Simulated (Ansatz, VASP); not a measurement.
## BaIr3 in VASP and in Ansatz

```
Ba Ir
1.0
     4.35736    0.00000    0.00000
     0.00000    4.35736    0.00000
     0.00000    0.00000    4.35736
Ba Ir
1 3
Direct
  0.00000 0.00000 0.00000
  0.00000 0.50000 0.50000
  0.50000 0.50000 0.00000
  0.50000 0.00000 0.50000
```

Alike in both runs: task single point; functional PBE; k mesh 8 × 8 × 8; occupations gaussian, width 0.05 eV; no spin polarisation.

|  | VASP | Ansatz |
| --- | --- | --- |
| version | VASP 6.6.1 | Ansatz 0.2.0 |
| potentials or method | VASP PAW PBE potentials, release 64 (Ba_sv, Ir) | scalar-relativistic, plane waves, PAW |
| plane-wave cutoff (eV) | 520 | 420 |
| valence electrons in the cell | 37 | 61 |

Ansatz gave:

| Item | Value |
| --- | --- |
| gap on the k mesh at the Fermi level (eV) | none |
| pressure (GPa) | -10.2 |

What did VASP give for the same quantities?

gap on the k mesh at the Fermi level (eV): none; pressure (GPa): -7.8.

A gap of «none» marks a metal or a gap that the smearing closes. The two sets of potentials don't hold the same shells in valence.

Spin-orbit coupling is left out, which matters for the levels of Ba, Ir.
